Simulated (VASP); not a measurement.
Input:

```
GdN
1.0
    0.00000     2.53639     2.53639
    2.53639     0.00000     2.53639
    2.53639     2.53639     0.00000
Gd N
1 1
Direct
  0.00000   0.00000   0.00000
  0.50000   0.50000   0.50000
```

Method: vdW-DF2, VASP's PBE PAW potentials (set 64) (plane waves; VASP). Settings: 520 eV cut-off, Gaussian smearing of 0.050 eV, potentials Gd_3 N.

The 4f electrons are frozen in the core of the lanthanide potential, so 4f levels, which can set the real gap, and their magnetism are missing.

Question: Give the energies of bands 5 to 10 at the high-symmetry points, in eV from the valence-band maximum.

Answer: 
| band | Γ | X | U | L | W |
|---|---|---|---|---|---|
| 5 | 0.00 | -1.11 | -1.96 | -3.76 | -2.02 |
| 6 | 0.00 | -0.28 | -1.24 | -2.12 | -1.23 |
| 7 | 0.00 | -0.28 | -1.19 | -2.12 | -1.23 |
| 8 | 2.90 | 0.22 | 2.31 | 5.22 | 3.74 |
| 9 | 2.90 | 6.48 | 5.88 | 5.96 | 3.74 |
| 10 | 2.90 | 6.54 | 6.50 | 5.96 | 6.50 |

The gap is indirect, 0.22 eV, from the valence maximum at Γ to the conduction minimum at X.

The compound is GdN in the rock salt structure. It was relaxed first, which changed the volume by +6 %.
